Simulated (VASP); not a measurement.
These are LDA (Ceperley-Alder, Perdew-Zunger), VASP's LDA PAW potentials (set 64) (plane waves; VASP 6.6.1) values and carry that method's errors.

VASP input:

INCAR:
```
ALGO = Normal
EDIFF = 1E-6
ENCUT = 200
ISIF = 2
ISMEAR = 0
LASPH = .True.
LCHARG = .False.
LMAXMIX = 4
LREAL = .False.
LWAVE = .False.
NELM = 100
PREC = Accurate
SIGMA = 0.05
SYSTEM = MnF2
```

**KPOINTS**
```
Automatic mesh
0
Gamma
2 2 2
0 0 0
```

**POSCAR**
```
MnF2
4.873060
  1.0000000000   0.0000000000   0.0000000000
  0.0000000000   1.0000000000   0.0000000000
  0.0000000000   0.0000000000   0.6793329038
Mn F
2 4
direct
  0.4974010000   0.4980390000   0.5049580000
  0.0001680000  -0.0053440000  -0.0094620000
  0.6985590000   0.6974220000  -0.0004720000
  0.3011810000   0.3089150000  -0.0008290000
  0.8080540000   0.1919810000   0.4967360000
  0.1946360000   0.8089870000   0.5090680000
```

POTCAR, in this order: Mn_pv F (LDA.64 set). Program: vasp_std.

Output

**OSZICAR**
```
       N       E                     dE             d eps       ncg     rms          rms(c)
DAV:   1     0.348039336989E+03    0.34804E+03   -0.20123E+04   576   0.984E+02
DAV:   2    -0.212997305321E+02   -0.36934E+03   -0.36176E+03   664   0.347E+02
DAV:   3    -0.413757643778E+02   -0.20076E+02   -0.19866E+02   568   0.852E+01
DAV:   4    -0.416783886054E+02   -0.30262E+00   -0.30057E+00   592   0.938E+00
DAV:   5    -0.416827592648E+02   -0.43707E-02   -0.43694E-02   584   0.103E+00    0.264E+01
DAV:   6    -0.342232672183E+02    0.74595E+01   -0.24826E+01   536   0.330E+01    0.126E+01
DAV:   7    -0.352010192891E+02   -0.97775E+00   -0.13385E+01   552   0.144E+01    0.331E+01
DAV:   8    -0.341720896906E+02    0.10289E+01   -0.35409E+01   576   0.870E+00    0.210E+01
DAV:   9    -0.335786952739E+02    0.59339E+00   -0.55661E+00   600   0.520E+00    0.642E+00
DAV:  10    -0.335713088085E+02    0.73865E-02   -0.11854E+00   592   0.222E+00    0.661E+00
DAV:  11    -0.335277414245E+02    0.43567E-01   -0.70678E-01   616   0.157E+00    0.377E+00
DAV:  12    -0.335184091753E+02    0.93322E-02   -0.20359E-01   584   0.104E+00    0.170E+00
DAV:  13    -0.335219160887E+02   -0.35069E-02   -0.86553E-02   600   0.571E-01    0.982E-01
DAV:  14    -0.335223537392E+02   -0.43765E-03   -0.15720E-02   552   0.311E-01    0.481E-01
DAV:  15    -0.335236616364E+02   -0.13079E-02   -0.42257E-03   560   0.143E-01    0.374E-01
DAV:  16    -0.335237618506E+02   -0.10021E-03   -0.78463E-04   528   0.102E-01    0.180E-01
DAV:  17    -0.335237669245E+02   -0.50739E-05   -0.25550E-04   584   0.448E-02    0.110E-01
DAV:  18    -0.335238321565E+02   -0.65232E-04   -0.56521E-05   496   0.260E-02    0.528E-02
DAV:  19    -0.335238532886E+02   -0.21132E-04   -0.12669E-05   392   0.141E-02    0.527E-02
DAV:  20    -0.335238574983E+02   -0.42097E-05   -0.57036E-06   264   0.609E-03    0.269E-02
DAV:  21    -0.335238606186E+02   -0.31203E-05   -0.19997E-06   256   0.401E-03    0.136E-02
DAV:  22    -0.335238622021E+02   -0.15836E-05   -0.59119E-07   256   0.272E-03    0.111E-02
DAV:  23    -0.335238626845E+02   -0.48238E-06   -0.82987E-07   256   0.191E-03
   1 F= -.33523863E+02 E0= -.33502992E+02  d E =-.417405E-01
```

**OUTCAR**
```
------------------------ aborting loop because EDIFF is reached ----------------------------------------
  FORCE on cell =-STRESS in cart. coord.  units (eV):
  Direction    XX          YY          ZZ          XY          YZ          ZX
  --------------------------------------------------------------------------------------
  Total     -180.4287044   -180.4239239   -178.9865867      0.1605005      0.1011717     -0.1619416
  in kB    -3677.2934365  -3677.1960059  -3647.9018262      3.2711387      2.0619666     -3.3005112
  external PRESSURE =   -3667.4637562 kB  Pullay stress =       0.0000000 kB
  volume of cell :       78.61
      direct lattice vectors                 reciprocal lattice vectors
     4.873060000  0.000000000  0.000000000     0.205209868  0.000000000  0.000000000
     0.000000000  4.873060000  0.000000000     0.000000000  0.205209868  0.000000000
     0.000000000  0.000000000  3.310430000     0.000000000  0.000000000  0.302075561
 POSITION                                       TOTAL-FORCE (eV/Angst)
 -----------------------------------------------------------------------------------
      2.42386      2.42697      1.67163         0.143094      0.151712      0.038078
      0.00082      4.84702      3.27911         0.052946      0.439388      0.301393
      3.40412      3.39858      3.30887        -0.451660     -0.510331     -0.007804
      1.46767      1.50536      3.30769         0.307704      0.132742      0.024756
      3.93770      0.93553      1.64441         0.176062     -0.337006     -0.069704
      0.94847      3.94224      1.68523        -0.228146      0.123495     -0.286719
 -----------------------------------------------------------------------------------
    total drift:                                0.005397      0.016944      0.000731
  FREE ENERGIE OF THE ION-ELECTRON SYSTEM (eV)
  ---------------------------------------------------
  free  energy   TOTEN  =       -33.5238626845 eV

  energy  without entropy=      -33.4821221603  energy(sigma->0) =      -33.50299242
```
(Selected blocks of OUTCAR.)

At this cut-off the stress carries a Pulay error, which pulls relaxed volumes low.

The structure comes from a computed database's MnF2 entry; how it stands against other phases isn't given here. The cell was not relaxed at this level, atoms are displaced from their ideal sites. The k-mesh is coarse (spacing up to 0.95 per Å, 2π included), so the numbers may not be converged in it. The run is one of a series of settings (ENCUT = 200, ISPIN removed, LDAU removed, LDAUJ removed, LDAUL removed, LDAUTYPE removed, LDAUU removed, the spin start removed, KPOINTS 2×2×2 Γ-centred mesh against the base run), some of them coarse on purpose. The run is not spin-polarised, so no magnetic state was tried.
